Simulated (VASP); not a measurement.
```xyz
3
Lattice="1.7604 -3.0491 0.0000 1.7604 3.0491 0.0000 0.0000 0.0000 5.3632" Properties=species:S:1:pos:R:3 pbc="T T T"
Zr     0.0000     0.0000     0.0000
S      1.7604     1.0164     1.4718
S      1.7604    -1.0164     3.8913
```

Method: LDA (Ceperley-Alder, Perdew-Zunger), VASP's LDA PAW potentials (set 64) (plane waves; VASP). Run with 500 eV cut-off, 10×10×6 Γ-centred mesh, first-order Methfessel-Paxton smearing of 0.10 eV, potentials Zr_sv S.

Energy and stress use the plane-wave basis of the starting cell.

Problem. The ions, cell shape and volume at an external pressure of 10.0 GPa are relaxed. Give the cell that the relaxation ends in.

Solution. 
```xyz
3
Lattice="1.7264 -2.9901 0.0000 1.7264 2.9901 0.0000 0.0000 0.0000 5.2547" Properties=species:S:1:pos:R:3 pbc="T T T"
Zr     0.0000     0.0000     0.0000
S      1.7264     0.9967     1.4893
S      1.7264    -0.9967     3.7654
```
Space group P-3m1 (164), at a tolerance of 0.03 Å.

Problem. How do energy and volume change from the first to the last step?

Solution. The energy (σ→0) changes by +51.2 meV/atom and the volume by -5.8 %, in 8 ionic steps.

```csv
step,E(σ→0) (eV),max force (eV/Å),pressure (GPa),volume (Å³)
1,-23.3185,0.008,4.98,57.58
2,-22.9699,1.210,18.87,52.71
3,-23.2279,0.438,9.91,55.61
4,-23.2096,0.271,9.89,55.10
5,-23.1654,0.018,9.90,54.26
6,-23.1678,0.005,9.95,54.30
7,-23.1694,0.004,9.94,54.33
8,-23.1649,0.016,10.08,54.25
```

The compound is ZrS2 in the 1T layered structure. This run relaxes it under an external pressure of 10 GPa. Symmetry was kept, so distortions that lower it aren't found.
